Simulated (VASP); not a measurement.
**Ta3Se2: single point with PBE**

Ta3Se2:

```xyz
10
Lattice="3.2085 1.8525 5.8400 -3.2085 1.8525 5.8400 0.0000 -3.7049 5.8400" Properties=species:S:1:pos:R:3 pbc="T T T"
Ta   -1.2433   -1.8525    7.3000
Ta    2.2259   -0.1505    7.3000
Ta   -0.9826    2.0030    7.3000
Ta    1.2433    1.8525   10.2201
Ta   -2.2259    0.1505   10.2201
Ta    0.9826   -2.0030   10.2201
Se    0.0000    0.0000   14.9303
Se    0.0000    0.0000   11.3499
Se    0.0000    0.0000    2.5898
Se    0.0000    0.0000    6.1702
```

The cell was built by a generator and needn't be a form met in nature.

| Quantity | Value |
| --- | --- |
| Program | VASP 6.6.1 |
| Task | single point |
| Functional | PBE |
| Potentials or basis | VASP PAW PBE potentials, release 64 (Ta_pv, Se) |
| Cutoff | 520 eV |
| k mesh | 3 × 3 × 3 |
| Occupations | gaussian, width 0.1 eV |
| Spin | no spin polarisation |

The pressure is -5.6 GPa and the largest force is 0.701 eV/Å. The band gap on the k mesh is none (metal or under the smearing width).

Forces on the atoms (eV/Å):
```
Ta  -0.701  0.000  0.000
Ta   0.350 -0.607  0.000
Ta   0.350  0.607  0.000
Ta   0.701  0.000  0.000
Ta  -0.350  0.607  0.000
Ta  -0.350 -0.607  0.000
Se   0.000  0.000 -0.265
Se   0.000  0.000  0.265
Se   0.000  0.000  0.265
Se   0.000  0.000 -0.265
```

Stress tensor (GPa, compression positive):
```
-4.91  0.00  0.00
 0.00 -4.91  0.00
 0.00  0.00 -7.02
```

Levels at points of the mesh, in eV from the Fermi level:
```tsv
k point	band 43	band 44	band 45	band 46	band 47	band 48
(0.00, 0.00, 0.00)	-1.10	-0.78	-0.78	-0.06	0.16	0.16
```

Run time: 100 s on 1 thread of Intel(R) Xeon(R) Platinum 8488C (Sapphire Rapids), with other jobs on the host, peak memory 0.4 GiB.

Caveat: the k mesh is coarse (spacing up to 0.40 Å⁻¹), so the values aren't converged. The run has no spin-orbit coupling, so splittings on Ta are missing.
